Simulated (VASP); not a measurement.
Output of a VASP run:

File OSZICAR:
```
       N       E                     dE             d eps       ncg     rms          rms(c)
DAV:   1     0.303349163926E+03    0.30335E+03   -0.19529E+04  4032   0.171E+03
DAV:   2    -0.276407265506E+02   -0.33099E+03   -0.32251E+03  4806   0.466E+02
DAV:   3    -0.441950757407E+02   -0.16554E+02   -0.16340E+02  5061   0.958E+01
DAV:   4    -0.444668853055E+02   -0.27181E+00   -0.26972E+00  4968   0.114E+01
DAV:   5    -0.444730748507E+02   -0.61895E-02   -0.61942E-02  5008   0.131E+00    0.283E+01
DAV:   6    -0.418014085239E+02    0.26717E+01   -0.15546E+01  4769   0.271E+01    0.144E+01
DAV:   7    -0.415627900287E+02    0.23862E+00   -0.14695E+00  4707   0.896E+00    0.686E+00
DAV:   8    -0.415257013893E+02    0.37089E-01   -0.18410E-01  5091   0.343E+00    0.696E-01
DAV:   9    -0.415228802867E+02    0.28211E-02   -0.36136E-02  4817   0.132E+00    0.406E-01
DAV:  10    -0.415221983202E+02    0.68197E-03   -0.78586E-03  4875   0.648E-01    0.694E-02
DAV:  11    -0.415221309959E+02    0.67324E-04   -0.55090E-04  4878   0.185E-01    0.145E-02
DAV:  12    -0.415221324612E+02   -0.14653E-05   -0.19245E-05  4951   0.345E-02    0.515E-03
DAV:  13    -0.415221319899E+02    0.47133E-06   -0.21003E-06  5054   0.111E-02    0.254E-03
DAV:  14    -0.415221318514E+02    0.13843E-06   -0.16123E-07  3355   0.308E-03    0.632E-04
DAV:  15    -0.415221317619E+02    0.89496E-07   -0.16414E-08  2931   0.120E-03
   1 F= -.41522132E+02 E0= -.41522132E+02  d E =0.000000E+00
```

**OUTCAR**
```
------------------------ aborting loop because EDIFF is reached ----------------------------------------
  FORCE on cell =-STRESS in cart. coord.  units (eV):
  Direction    XX          YY          ZZ          XY          YZ          ZX
  --------------------------------------------------------------------------------------
  Total       -0.2041963     -0.2041963      0.3981367      0.0000000      0.0000000      0.0000000
  in kB       -7.5761447     -7.5761448     14.7717697      0.0000000      0.0000000      0.0000000
  external PRESSURE =      -0.1268399 kB  Pullay stress =       0.0000000 kB
  volume of cell :       43.18
      direct lattice vectors                 reciprocal lattice vectors
     2.805066429  0.000000000  0.000000000     0.356497796  0.205824096  0.000000000
    -1.402533214  2.429258815  0.000000000     0.000000000  0.411648192  0.000000000
     0.000000000  0.000000000  6.337139914     0.000000000  0.000000000  0.157799893
 POSITION                                       TOTAL-FORCE (eV/Angst)
 -----------------------------------------------------------------------------------
      0.00000      0.00000      0.00000         0.000000     -0.000000      0.000000
      0.00000      0.00000      3.16857        -0.000000     -0.000000      0.000000
     -0.00000      1.61951      1.58428         0.000000     -0.000000      0.000000
      1.40253      0.80975      4.75285        -0.000000      0.000000      0.000000
 -----------------------------------------------------------------------------------
    total drift:                                0.000000     -0.000000      0.000000
  FREE ENERGIE OF THE ION-ELECTRON SYSTEM (eV)
  ---------------------------------------------------
  free  energy   TOTEN  =       -41.5221317619 eV

  energy  without entropy=      -41.5221317619  energy(sigma->0) =      -41.52213176

 total charge

# of ion       s       p       d       tot
------------------------------------------
    1        0.291   6.166   2.564   9.021
    2        0.291   6.166   2.564   9.021
    3        1.543   3.460   0.000   5.004
    4        1.543   3.460   0.000   5.004
--------------------------------------------------
tot          3.668  19.253   5.127  28.048

 Electric field gradients after diagonalization (V/A^2)
 (convention: |V_zz| > |V_xx| > |V_yy|)
----------------------------------------------------------------------
 ion       V_xx      V_yy      V_zz     asymmetry (V_yy - V_xx)/ V_zz
----------------------------------------------------------------------
   1     -47.752   -47.751    95.503       0.000
   2     -47.752   -47.751    95.503       0.000
   3     -11.418   -11.414    22.833       0.000
   4     -11.418   -11.414    22.833       0.000
```
(Selected blocks of OUTCAR.)

**POSCAR**
```
TaO
1
    2.8050664288    -0.0000000000    -0.0000000000
   -1.4025332144     2.4292588155    -0.0000000000
    0.0000000000     0.0000000000     6.3371399141
Ta O
2 2
Direct
  0.0000000000   0.0000000000   0.0000000000
  0.0000000000   0.0000000000   0.5000000000
  0.3333330000   0.6666670000   0.2500000000
  0.6666670000   0.3333330000   0.7500000000
```

Task: Reconstruct the remaining input files.

Result: Several could match; the one computed here: the input of the run itself, PBEsol GGA, plane waves, VASP's PBE PAW potentials (set 64).

### KPOINTS
```
K-points
0
G
  14 14 6
0 0 0
```

**INCAR**
```
ALGO=Normal
EDIFF=1E-7
ENCUT=520
GGA=PS
ISIF=2
ISMEAR=-5
LASPH=.TRUE.
LCHARG=.TRUE.
LEFG=.TRUE.
LMAXMIX=6
LORBIT=11
LREAL=.FALSE.
LWAVE=.FALSE.
NEDOS=601
NELM=100
PREC=Accurate
SYSTEM=TaO
```

POTCAR, in this order: Ta_pv O (PBE.64 set). Program: vasp_std.

For a metal the tetrahedron method with Blöchl corrections gives inexact stress and forces.

The structure was generated: TaO was put into the NiAs type type (P6_3/mmc), which need not be its known phase. It was relaxed first, which changed the volume by -33 %.
